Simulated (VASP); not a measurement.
Level of theory: r2SCAN meta-GGA, VASP's PBE PAW potentials (set 64) (plane waves; VASP).

VASP input:

### POSCAR
```
K
1
   -2.6664262938     2.6664262938     2.6664262938
    2.6664262938    -2.6664262938     2.6664262938
    2.6664262938     2.6664262938    -2.6664262938
K
1
Direct
  0.0000000000   0.0000000000   0.0000000000
```

**INCAR**
```
SYSTEM  =  K
PREC  =  Accurate; ENCUT  =  480; LREAL  =  .FALSE.
LASPH  =  .TRUE.
EDIFF  =  1E-6; NELM  =  100; ALGO  =  Normal
LMIXTAU  =  .TRUE.
ISMEAR  =  1; SIGMA  =  0.1
METAGGA  =  R2SCAN
IBRION  =  2; NSW  =  60; ISIF  =  3
EDIFFG  =  -0.01
LWAVE  =  .FALSE.; LCHARG  =  .FALSE.
```

### KPOINTS
```
Automatic mesh
0
Gamma
 9 9 9
0 0 0
```

POTCAR, in this order: K_sv (PBE.64 set). Program: vasp_std.

Output of the run:

**OUTCAR**
```
 ion  position               nearest neighbor table
   1  0.000  0.000  0.000-
  LATTYP: Found a body centered cubic cell.
 ALAT       =     5.3328525876
 Subroutine PRICEL returns:
 Original cell was already a primitive cell.
 Subroutine GETGRP returns: Found 48 space group operations
The static configuration has the point symmetry O_h .
The dynamic configuration has the point symmetry O_h .
 Subroutine INISYM returns: Found 48 space group operations
 Subroutine IBZKPT returns following result:
 Found     35 irreducible k-points:

 Following reciprocal coordinates:
            Coordinates               Weight
  0.000000  0.000000  0.000000      1.000000
  0.111111  0.000000  0.000000     12.000000
  0.222222  0.000000  0.000000     12.000000
  0.333333  0.000000  0.000000     12.000000
  0.444444  0.000000  0.000000     12.000000
  0.111111  0.111111  0.000000     24.000000
  0.222222  0.111111  0.000000     48.000000
  0.333333  0.111111  0.000000     48.000000
  0.444444  0.111111 -0.000000     24.000000
  0.222222  0.222222  0.000000     24.000000
  0.333333  0.222222 -0.000000     48.000000
  0.333333  0.333333  0.000000      8.000000
  0.111111  0.111111  0.111111      8.000000
  0.222222  0.111111  0.111111     24.000000
  0.333333  0.111111  0.111111     24.000000
 -0.111111  0.111111  0.111111      6.000000
  0.222222  0.222222  0.111111     24.000000
  0.333333  0.222222  0.111111     24.000000
 -0.222222  0.222222  0.111111     24.000000
 -0.333333  0.333333  0.111111     24.000000
 -0.222222  0.333333  0.111111     24.000000
 -0.444444  0.444444  0.111111     24.000000
 -0.333333  0.444444  0.111111     48.000000
 -0.444444 -0.444444  0.111111     24.000000
 -0.333333 -0.444444  0.111111     24.000000
...
```

**OSZICAR**
```
       N       E                     dE             d eps       ncg     rms          rms(c)
DAV:   1     0.397311180407E+02    0.39731E+02   -0.36325E+03   560   0.835E+02
DAV:   2    -0.667094326938E+01   -0.46402E+02   -0.46018E+02   568   0.219E+02
DAV:   3    -0.833725902894E+01   -0.16663E+01   -0.16516E+01   976   0.357E+01
DAV:   4    -0.836558544326E+01   -0.28326E-01   -0.28328E-01   856   0.401E+00
DAV:   5    -0.836612681785E+01   -0.54137E-03   -0.54141E-03   960   0.284E-01    0.204E+00
DAV:   6    -0.654906351866E+01    0.18171E+01   -0.15110E+00   568   0.119E+01    0.987E-01
DAV:   7    -0.600141042121E+01    0.54765E+00   -0.27543E-01   656   0.484E+00    0.628E-01
DAV:   8    -0.634720928815E+01   -0.34580E+00   -0.21662E-01   568   0.397E+00    0.351E-01
DAV:   9    -0.589343332450E+01    0.45378E+00   -0.17496E-01   560   0.363E+00    0.570E-02
DAV:  10    -0.602695513118E+01   -0.13352E+00   -0.58224E-02   640   0.282E+00    0.740E-02
DAV:  11    -0.602714083314E+01   -0.18570E-03   -0.18678E-03  1080   0.258E-01    0.899E-02
DAV:  12    -0.602181340329E+01    0.53274E-02   -0.69790E-03   560   0.134E+00    0.109E-01
DAV:  13    -0.602308093924E+01   -0.12675E-02   -0.12737E-03   576   0.524E-01    0.781E-02
DAV:  14    -0.594699534700E+01    0.76086E-01   -0.52137E-02   568   0.273E+00    0.490E-01
DAV:  15    -0.600145202428E+01   -0.54457E-01   -0.24695E-02   560   0.189E+00    0.419E-01
DAV:  16    -0.601484687304E+01   -0.13395E-01   -0.98517E-03   576   0.137E+00    0.333E-01
DAV:  17    -0.602569368557E+01   -0.10847E-01   -0.14464E-02   568   0.145E+00    0.283E-01
DAV:  18    -0.601859540625E+01    0.70983E-02   -0.22167E-03   560   0.645E-01    0.294E-01
DAV:  19    -0.601723850279E+01    0.13569E-02   -0.34506E-04   600   0.175E-01    0.248E-01
DAV:  20    -0.601782801810E+01   -0.58952E-03   -0.11314E-03   560   0.474E-01    0.181E-01
DAV:  21    -0.601701843283E+01    0.80959E-03   -0.22849E-04   624   0.193E-01    0.175E-01
DAV:  22    -0.601703315750E+01   -0.14725E-04   -0.58814E-04   560   0.333E-01    0.109E-01
DAV:  23    -0.601443322830E+01    0.25999E-02   -0.22519E-03   568   0.443E-01    0.614E-02
DAV:  24    -0.601441414838E+01    0.19080E-04   -0.36985E-04   808   0.226E-01    0.407E-02
DAV:  25    -0.601465612303E+01   -0.24197E-03   -0.24329E-04   576   0.136E-01    0.342E-02
DAV:  26    -0.601488263930E+01   -0.22652E-03   -0.84272E-05   776   0.127E-01    0.214E-02
DAV:  27    -0.601478391343E+01    0.98726E-04   -0.28102E-04   576   0.238E-01    0.108E-02
DAV:  28    -0.601471989939E+01    0.64014E-04   -0.60558E-05   560   0.863E-02    0.913E-03
DAV:  29    -0.601463266334E+01    0.87236E-04   -0.14145E-04   568   0.105E-01    0.306E-03
DAV:  30    -0.601463000533E+01    0.26580E-05   -0.94990E-06   640   0.292E-02    0.233E-03
DAV:  31    -0.601463405882E+01   -0.40535E-05   -0.13956E-05   688   0.430E-02    0.131E-03
DAV:  32    -0.601462929733E+01    0.47615E-05   -0.23894E-06   632   0.175E-02    0.784E-04
DAV:  33    -0.601462895612E+01    0.34121E-06   -0.43047E-07   720   0.695E-03
   1 F= -.60146290E+01 E0= -.60145501E+01  d E =-.601463E+01
```

File OUTCAR:
```
------------------------ aborting loop because EDIFF is reached ----------------------------------------
  FORCE on cell =-STRESS in cart. coord.  units (eV):
  Direction    XX          YY          ZZ          XY          YZ          ZX
  --------------------------------------------------------------------------------------
  Total        0.0044112      0.0044112      0.0044112     -0.0000000     -0.0000000      0.0000000
  in kB        0.0932014      0.0932014      0.0932014     -0.0000000     -0.0000000      0.0000000
  external PRESSURE =       0.0932014 kB  Pullay stress =       0.0000000 kB
  volume of cell :       75.83
      direct lattice vectors                 reciprocal lattice vectors
    -2.666426294  2.666426294  2.666426294     0.000000000  0.187516903  0.187516903
     2.666426294 -2.666426294  2.666426294     0.187516903  0.000000000  0.187516903
     2.666426294  2.666426294 -2.666426294     0.187516903  0.187516903  0.000000000
 POSITION                                       TOTAL-FORCE (eV/Angst)
 -----------------------------------------------------------------------------------
      0.00000      0.00000      0.00000         0.000000     -0.000000     -0.000000
 -----------------------------------------------------------------------------------
    total drift:                               -0.000000      0.000000      0.000000
  FREE ENERGIE OF THE ION-ELECTRON SYSTEM (eV)
  ---------------------------------------------------
  free  energy   TOTEN  =        -6.0146289561 eV

  energy  without entropy=       -6.0143924712  energy(sigma->0) =       -6.01455013

 reached required accuracy - stopping structural energy minimisation
```
(Selected blocks of OUTCAR.)

The compound is K in the bcc structure. It was relaxed first. The start is the result of an earlier pass.
